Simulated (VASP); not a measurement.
Level of theory: RPBE GGA, VASP's PBE PAW potentials (set 64) (plane waves; VASP 6.6.1).

A VASP calculation is set up with these files.

File POSCAR:
```
Si
1
    0.0000000000     2.7155000000     2.7155000000
    2.7155000000     0.0000000000     2.7155000000
    2.7155000000     2.7155000000     0.0000000000
Si
2
Direct
  0.0000000000   0.0000000000   0.0000000000
  0.2500000000   0.2500000000   0.2500000000
```

**KPOINTS**
```
Regular mesh
0
Gamma
8 8 8
```

### INCAR
```
ALGO = Normal
EDIFF = 1E-6
EDIFFG = -0.01
ENCUT = 520
GGA = RP
IBRION = 2
ISIF = 3
ISMEAR = 0
LASPH = .TRUE.
LCHARG = .FALSE.
LREAL = .FALSE.
LWAVE = .FALSE.
NELM = 100
NSW = 60
PREC = Accurate
SIGMA = 0.05
SYSTEM = Si
```

POTCAR, in this order: Si (PBE.64 set). Program: vasp_std.

The resulting files:

File OUTCAR:
```
 ion  position               nearest neighbor table
   1  0.000  0.000  0.000-   2 2.35   2 2.35   2 2.35   2 2.35
   2  0.250  0.250  0.250-   1 2.35   1 2.35   1 2.35   1 2.35
  LATTYP: Found a face centered cubic cell.
 ALAT       =     5.4310000000
 Subroutine PRICEL returns:
 Original cell was already a primitive cell.
 Subroutine GETGRP returns: Found 48 space group operations
The static configuration has the point symmetry T_d .
 The point group associated with its full space group is O_h .
The dynamic configuration has the point symmetry T_d .
 Subroutine INISYM returns: Found 48 space group operations
 Subroutine IBZKPT returns following result:
 Found     29 irreducible k-points:

 Following reciprocal coordinates:
            Coordinates               Weight
  0.000000  0.000000  0.000000      1.000000
  0.125000  0.000000  0.000000      8.000000
  0.250000  0.000000  0.000000      8.000000
  0.375000  0.000000  0.000000      8.000000
  0.500000  0.000000  0.000000      4.000000
  0.125000  0.125000  0.000000      6.000000
  0.250000  0.125000  0.000000     24.000000
  0.375000  0.125000  0.000000     24.000000
  0.500000  0.125000  0.000000     24.000000
 -0.375000  0.125000  0.000000     24.000000
 -0.250000  0.125000  0.000000     24.000000
 -0.125000  0.125000  0.000000     12.000000
  0.250000  0.250000  0.000000      6.000000
  0.375000  0.250000  0.000000     24.000000
  0.500000  0.250000  0.000000     24.000000
 -0.375000  0.250000  0.000000     24.000000
 -0.250000  0.250000  0.000000     12.000000
  0.375000  0.375000  0.000000      6.000000
  0.500000  0.375000  0.000000     24.000000
 -0.375000  0.375000  0.000000     12.000000
  0.500000  0.500000  0.000000      3.000000
  0.375000  0.250000  0.125000     24.000000
  0.500000  0.250000  0.125000     48.000000
 -0.375000  0.250000  0.125000     24.000000
  0.500000  0.375000  0.125000     24.000000
 -0.375000  0.375000  0.125000     48.000000
 -0.250000  0.375000  0.125000     24.000000
 -0.375000  0.500000  0.125000     12.000000
 -0.250000  0.500000  0.250000      6.000000
   k-points           NKPTS =     29   k-points in BZ     NKDIM =     29   number of bands    NBANDS=      8
   number of dos      NEDOS =    301   number of ions     NIONS =      2
   total plane-waves  NPLWV =  27000
   dimension x,y,z NGX =    30 NGY =   30 NGZ =   30
   dimension x,y,z NGXF=    60 NGYF=   60 NGZF=   60
   ions per type =               2
   PREC   = accura    normal or accurate (medium, high low for compatibility)
   ISTART =      0    job   : 0-new  1-cont  2-samecut
   ICHARG =      2    charge: 1-file 2-atom 10-const
   ISPIN  =      1    spin polarized calculation?
   LNONCOLLINEAR =      F non collinear calculations
   LSORBIT =      F    spin-orbit coupling
   INIWAV =      1    electr: 0-lowe 1-rand  2-diag
   ENCUT  =  520.0 eV  38.22 Ry    6.18 a.u.   7.14  7.14  7.14*2*pi/ulx,y,z
   NELM   =    100;   NELMIN=  2; NELMDL= -5     # of ELM steps
   EDIFF  = 0.1E-05   stopping-criterion for ELM
   LREAL  =      F    real-space projection
   NLSPLINE    = F    spline interpolate recip. space projectors
   LMAXMIX     =    2 max onsite mixed and CHGCAR
   VOSKOWN=      0    Vosko Wilk Nusair interpolation
   EDIFFG = -.1E-01   stopping-criterion for IOM
   NSW    =     60    number of steps for IOM
   NBLOCK =      1;   KBLOCK =     60    inner block; outer block
   IBRION =      2    ionic relax: 0-MD 1-quasi-New 2-CG
   NFREE  =      1    steps in history (QN), initial steepest desc. (CG)
   ISIF   =      3    stress and relaxation
   ISYM   =      2    0-nonsym 1-usesym 2-fastsym
   TEIN   =    0.0    initial temperature
   TEBEG  =    0.0;   TEEND  =   0.0 temperature during run
...
```

OSZICAR:
```
       N       E                     dE             d eps       ncg     rms          rms(c)
DAV:   1     0.701597520142E+01    0.70160E+01   -0.31749E+03   464   0.760E+02
DAV:   2    -0.101851081820E+02   -0.17201E+02   -0.16071E+02   728   0.814E+01
DAV:   3    -0.104457112925E+02   -0.26060E+00   -0.26060E+00   592   0.120E+01
DAV:   4    -0.104470267472E+02   -0.13155E-02   -0.13155E-02   728   0.884E-01
DAV:   5    -0.104470332920E+02   -0.65448E-05   -0.65445E-05   616   0.342E-02    0.578E+00
DAV:   6    -0.103472747217E+02    0.99759E-01   -0.64500E-02   584   0.140E+00    0.353E+00
DAV:   7    -0.103041497505E+02    0.43125E-01   -0.12731E-01   608   0.219E+00    0.164E-01
DAV:   8    -0.103060325338E+02   -0.18828E-02   -0.40174E-03   552   0.481E-01    0.968E-02
DAV:   9    -0.103067456270E+02   -0.71309E-03   -0.11097E-03   544   0.240E-01    0.524E-02
DAV:  10    -0.103067865719E+02   -0.40945E-04   -0.44615E-05   680   0.550E-02    0.145E-02
DAV:  11    -0.103067959815E+02   -0.94096E-05   -0.19740E-05   544   0.341E-02    0.932E-03
DAV:  12    -0.103067957405E+02    0.24100E-06   -0.55640E-07   592   0.702E-03
   1 F= -.10306796E+02 E0= -.10306796E+02  d E =-.103068E+02
       N       E                     dE             d eps       ncg     rms          rms(c)
DAV:   1    -0.103341231769E+02   -0.27327E-01   -0.76727E-01   552   0.494E+00    0.888E-01
DAV:   2    -0.103221247752E+02    0.11998E-01   -0.95829E-03   576   0.701E-01    0.544E-01
DAV:   3    -0.103155581092E+02    0.65667E-02   -0.12765E-02   544   0.591E-01    0.208E-01
DAV:   4    -0.103155783481E+02   -0.20239E-04   -0.12962E-04   600   0.103E-01    0.189E-01
DAV:   5    -0.103156007735E+02   -0.22425E-04   -0.12145E-04   520   0.774E-02    0.526E-02
DAV:   6    -0.103156016570E+02   -0.88344E-06   -0.95471E-07   696   0.873E-03
   2 F= -.10315602E+02 E0= -.10315602E+02  d E =-.880592E-02
       N       E                     dE             d eps       ncg     rms          rms(c)
DAV:   1    -0.103248703259E+02   -0.92696E-02   -0.12663E-01   560   0.204E+00    0.374E-01
DAV:   2    -0.103229394916E+02    0.19308E-02   -0.15111E-03   568   0.278E-01    0.223E-01
DAV:   3    -0.103219039011E+02    0.10356E-02   -0.20524E-03   560   0.238E-01    0.874E-02
DAV:   4    -0.103219076047E+02   -0.37036E-05   -0.20247E-05   600   0.410E-02    0.819E-02
DAV:   5    -0.103219179607E+02   -0.10356E-04   -0.18945E-05   496   0.312E-02    0.319E-02
DAV:   6    -0.103219181135E+02   -0.15272E-06   -0.14650E-07   424   0.369E-03
   3 F= -.10321918E+02 E0= -.10321918E+02  d E =-.151224E-01
```

### OUTCAR
```
------------------------ aborting loop because EDIFF is reached ----------------------------------------
  FORCE on cell =-STRESS in cart. coord.  units (eV):
  Direction    XX          YY          ZZ          XY          YZ          ZX
  --------------------------------------------------------------------------------------
  Total        0.0011060      0.0011060      0.0011060     -0.0000000     -0.0000000      0.0000000
  in kB        0.0426657      0.0426657      0.0426657     -0.0000000     -0.0000000      0.0000000
  external PRESSURE =       0.0426657 kB  Pullay stress =       0.0000000 kB
  volume of cell :       41.53
      direct lattice vectors                 reciprocal lattice vectors
     0.000000000  2.748660999  2.748660999    -0.181906754  0.181906754  0.181906754
     2.748660999  0.000000000  2.748660999     0.181906754 -0.181906754  0.181906754
     2.748660999  2.748660999 -0.000000000     0.181906754  0.181906754 -0.181906754
 POSITION                                       TOTAL-FORCE (eV/Angst)
 -----------------------------------------------------------------------------------
      0.00000      0.00000      0.00000         0.000000      0.000000      0.000000
      1.37433      1.37433      1.37433        -0.000000     -0.000000     -0.000000
 -----------------------------------------------------------------------------------
    total drift:                               -0.000000     -0.000000      0.000000
  FREE ENERGIE OF THE ION-ELECTRON SYSTEM (eV)
  ---------------------------------------------------
  free  energy   TOTEN  =       -10.3219181135 eV

  energy  without entropy=      -10.3219181135  energy(sigma->0) =      -10.32191811

 reached required accuracy - stopping structural energy minimisation
```
(Selected blocks of OUTCAR.)

CONTCAR:
```
Si
   1.00000000000000
     0.0000000000000000    2.7486609989794233    2.7486609989794233
     2.7486609989794233    0.0000000000000000    2.7486609989794233
     2.7486609989794233    2.7486609989794233   -0.0000000000000000
  Si
     2
Direct
     0.0000000000000000    0.0000000000000000    0.0000000000000000
     0.2500000000000000    0.2500000000000000    0.2500000000000000
```

Energy and stress use the plane-wave basis of the starting cell.

The compound is Si in the diamond structure. This run relaxes it. Symmetry was kept, so distortions that lower it aren't found.
